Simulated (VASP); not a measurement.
The input files of a VASP run:

### INCAR
```
! general
SYSTEM =MoSeS
PREC   =Accurate
ENCUT  =400
LREAL  =.FALSE.   ! projection in real space or not
LASPH  =.TRUE.

! electronic loop
EDIFF  =1E-6   ! SCF stop (eV)
NELM   =100
ALGO   =Normal   ! blocked Davidson
LMAXMIX=4   ! l cut-off of mixed one-centre charges

! smearing
ISMEAR =0
SIGMA  =0.05

! functional
GGA    =PE   ! PBE

! ions
IBRION =2
NSW    =60   ! most ionic steps
ISIF   =3   ! ions, shape and volume
EDIFFG =-0.02

! output
LWAVE  =.FALSE.
LCHARG =.FALSE.
```

File POSCAR:
```
MoSeS
1
   16.0009854514     0.0000000000     0.0000000000
    0.0000000000     1.6241926307     2.8127703729
    0.0000000000    -1.6241926307     2.8127703729
Mo Se S
2 2 2
Direct
  0.0000000000   0.5558166961   0.5558166961
  0.5000000000   0.3329837893   0.3329837893
  0.6060567155   0.6662865614   0.6662865614
  0.3939432845   0.6662865614   0.6662865614
  0.0963743307   0.2226031958   0.2226031958
  0.9036256693   0.2226031958   0.2226031958
```

File KPOINTS:
```
Automatic mesh
0
Gamma
2 7 7
0 0 0
```

POTCAR, in this order: Mo_sv Se S (PBE.64 set). Program: vasp_std.

**Question.** Write an equivalent input for Quantum ESPRESSO's pw.x.

**Answer.** One equivalent input (not run):
```
&CONTROL
  calculation = 'vc-relax'
  pseudo_dir = './pseudo'
  outdir = './out'
  tprnfor = .true.
  tstress = .true.
  nstep = 60
  forc_conv_thr = 0.00078
/
&SYSTEM
  ibrav = 0
  nat = 6
  ntyp = 3
  ecutwfc = 86
  occupations = 'smearing'
  smearing = 'gaussian'
  degauss = 0.003675
  input_dft = 'pbe'
/
&ELECTRONS
  conv_thr = 7.3e-08
  electron_maxstep = 100
/
&IONS
/
&CELL
/
ATOMIC_SPECIES
  Mo 95.950 Mo.upf
  Se 78.971 Se.upf
  S 32.060 S.upf
CELL_PARAMETERS angstrom
    16.0009855    0.0000000    0.0000000
     0.0000000    1.6241926    2.8127704
     0.0000000   -1.6241926    2.8127704
ATOMIC_POSITIONS crystal
  Mo   0.0000000  0.5558167  0.5558167
  Mo   0.5000000  0.3329838  0.3329838
  Se   0.6060567  0.6662866  0.6662866
  Se   0.3939433  0.6662866  0.6662866
  S    0.0963743  0.2226032  0.2226032
  S    0.9036257  0.2226032  0.2226032
K_POINTS automatic
  2 7 7 0 0 0
```
What does not carry over: the potentials are each code's own (VASP's PAW set, PseudoDojo norm-conserving files in pw.x), so ENCUT and ecutwfc are chosen apart and not converted; conv_thr bounds pw.x's estimated SCF error, while EDIFF bounds the energy change between steps; forc_conv_thr acts on force components and is met together with etot_conv_thr.

The structure comes from a computed database's MoSeS entry (Amm2); how it stands against other phases isn't given here. This run relaxes it. Symmetry was kept, so distortions that lower it aren't found. The start is the result of an earlier pass.
